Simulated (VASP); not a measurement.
Here is the system:

```yaml
crystal:
  lattice:
    - [2.85692, 0.00000, 0.00000]
    - [0.00000, 2.85692, 0.00000]
    - [0.00000, 0.00000, 2.85692]
  atoms:
    - { symbol: Al, position: [0.00000, 0.00000, 0.00000] }
    - { symbol: Ni, position: [0.50000, 0.50000, 0.50000] }
```

Level of theory: r2SCAN+rVV10, VASP's PBE PAW potentials (set 64) (plane waves; VASP). Settings: 400 eV cut-off, 14×14×14 Γ-centred mesh, tetrahedra with Blöchl corrections, potentials Al Ni.

Problem. Predict the energy per atom (σ→0), band gap (over mesh and band path) with the smallest direct gap where there is one.

Solution. 
```
Quantity                                                              Result
----------------------------------  ----------------------------------------
band gap (over mesh and band path)  none (metal, semimetal or under 0.01 eV)
energy per atom (σ→0)                                         -9.876 eV/atom
```

Only differences to runs with the same potentials and settings are physical.

The structure comes from a measured AlNi entry (Pm-3m) of the Crystallography Open Database, whose conditions weren't checked. It was relaxed first. The run is not spin-polarised, so no magnetic state was tried. The electron count is odd and the run is not spin-polarised, which forces a metal.
